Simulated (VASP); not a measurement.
Level of theory: PBE GGA, VASP's PBE PAW potentials (set 64) (plane waves; VASP).

VASP input:

File KPOINTS:
```
Regular mesh
0
gamma
9 9 5
```

POSCAR:
```
GaN
1
    3.2175612989     0.0000000000     0.0000000000
   -1.6087806494     2.7864902430     0.0000000000
    0.0000000000    -0.0000000000     5.2430923564
Ga N
2 2
Direct
  0.3333330000   0.6666670000   0.9991461193
  0.6666670000   0.3333330000   0.4991461193
  0.3333330000   0.6666670000   0.3758538807
  0.6666670000   0.3333330000   0.8758538807
```

### INCAR
```
NSW = 60   # most ionic steps
ISMEAR = 0   # Gaussian
ENCUT = 520
LWAVE = F
SIGMA = 0.05   # width (eV)
GGA = PE
SYSTEM = GaN
IBRION = 2   # conjugate gradients
LREAL = F
LASPH = T
LCHARG = F
EDIFF = 1E-6
ISIF = 3   # ions, shape and volume
NELM = 100   # most electronic steps
ALGO = Normal
LMAXMIX = 4   # l cut-off of mixed one-centre charges
PREC = Accurate
EDIFFG = -0.01   # ionic stop
```

POTCAR, in this order: Ga_d N (PBE.64 set). Program: vasp_std.

The run wrote:

**OSZICAR**
```
       N       E                     dE             d eps       ncg     rms          rms(c)
DAV:   1     0.274064407554E+03    0.27406E+03   -0.18439E+04  1672   0.302E+03
DAV:   2     0.688620394553E+01   -0.26718E+03   -0.25847E+03  1776   0.527E+02
DAV:   3    -0.269748173394E+02   -0.33861E+02   -0.33442E+02  1836   0.153E+02
DAV:   4    -0.282341998928E+02   -0.12594E+01   -0.12566E+01  2216   0.322E+01
DAV:   5    -0.282553047589E+02   -0.21105E-01   -0.21085E-01  1756   0.380E+00    0.108E+01
DAV:   6    -0.242283289907E+02    0.40270E+01   -0.15420E+01  2814   0.565E+01    0.312E+00
DAV:   7    -0.243495121521E+02   -0.12118E+00   -0.16897E+00  1728   0.110E+01    0.268E+00
DAV:   8    -0.243490913928E+02    0.42076E-03   -0.28612E-01  2654   0.804E+00    0.866E-01
DAV:   9    -0.243266721270E+02    0.22419E-01   -0.11442E-01  2856   0.563E+00    0.347E-01
DAV:  10    -0.243276513475E+02   -0.97922E-03   -0.58886E-03  1794   0.819E-01    0.146E-01
DAV:  11    -0.243275982248E+02    0.53123E-04   -0.14832E-03  2404   0.705E-01    0.304E-02
DAV:  12    -0.243276127117E+02   -0.14487E-04   -0.18550E-04  1752   0.100E-01    0.153E-02
DAV:  13    -0.243276119990E+02    0.71269E-06   -0.36901E-05  2218   0.139E-01    0.854E-03
DAV:  14    -0.243276124501E+02   -0.45109E-06   -0.42870E-06  1914   0.361E-02
   1 F= -.24327612E+02 E0= -.24327612E+02  d E =-.243276E+02
       N       E                     dE             d eps       ncg     rms          rms(c)
DAV:   1    -0.243283905496E+02   -0.77855E-03   -0.11683E-02  1920   0.249E+00    0.170E-01
DAV:   2    -0.243278206093E+02    0.56994E-03   -0.14716E-03  2262   0.977E-01    0.821E-02
DAV:   3    -0.243276481663E+02    0.17244E-03   -0.37239E-04  2452   0.448E-01    0.170E-02
DAV:   4    -0.243276428456E+02    0.53208E-05   -0.47238E-05  1602   0.631E-02    0.138E-02
DAV:   5    -0.243276366233E+02    0.62223E-05   -0.48494E-06  1864   0.194E-02    0.831E-03
DAV:   6    -0.243276320961E+02    0.45272E-05   -0.38068E-06  1114   0.247E-02    0.972E-04
DAV:   7    -0.243276321488E+02   -0.52670E-07   -0.78376E-07   954   0.813E-03
   2 F= -.24327632E+02 E0= -.24327632E+02  d E =-.196987E-04
```

**OUTCAR**
```
------------------------ aborting loop because EDIFF is reached ----------------------------------------
  FORCE on cell =-STRESS in cart. coord.  units (eV):
  Direction    XX          YY          ZZ          XY          YZ          ZX
  --------------------------------------------------------------------------------------
  Total       -0.0365783     -0.0365783     -0.0304414     -0.0000000      0.0000000      0.0000000
  in kB       -1.2446294     -1.2446298     -1.0358129     -0.0000000      0.0000000      0.0000000
  external PRESSURE =      -1.1750240 kB  Pullay stress =       0.0000000 kB
  volume of cell :       47.09
      direct lattice vectors                 reciprocal lattice vectors
     3.219507920  0.000000000 -0.000000000     0.310606473  0.179328704  0.000000000
    -1.609753960  2.788176067  0.000000000    -0.000000000  0.358657407  0.000000000
     0.000000000 -0.000000000  5.245473041     0.000000000 -0.000000000  0.190640576
  FREE ENERGIE OF THE ION-ELECTRON SYSTEM (eV)
  ---------------------------------------------------
  free  energy   TOTEN  =       -24.3276321488 eV

  energy  without entropy=      -24.3276321488  energy(sigma->0) =      -24.32763215

 reached required accuracy - stopping structural energy minimisation
```
(Selected blocks of OUTCAR.)

File CONTCAR:
```
GaN
   1.00000000000000
     3.2195079204685735    0.0000000000000349   -0.0000000000000000
    -1.6097539601842263    2.7881760674920737    0.0000000000000000
     0.0000000000000000   -0.0000000000000000    5.2454730408073100
  Ga              N
     2     2
Direct
     0.3333330000000032    0.6666669999999968    0.9991536597841646
     0.6666669999999968    0.3333330000000032    0.4991536597841646
     0.3333330000000032    0.6666669999999968    0.3758463402158354
     0.6666669999999968    0.3333330000000032    0.8758463402158354
```

The structure was generated: GaN was put into the wurtzite type (P6_3mc), which need not be its known phase. This run relaxes it. Symmetry was kept, so distortions that lower it aren't found. The start is the result of an earlier pass.
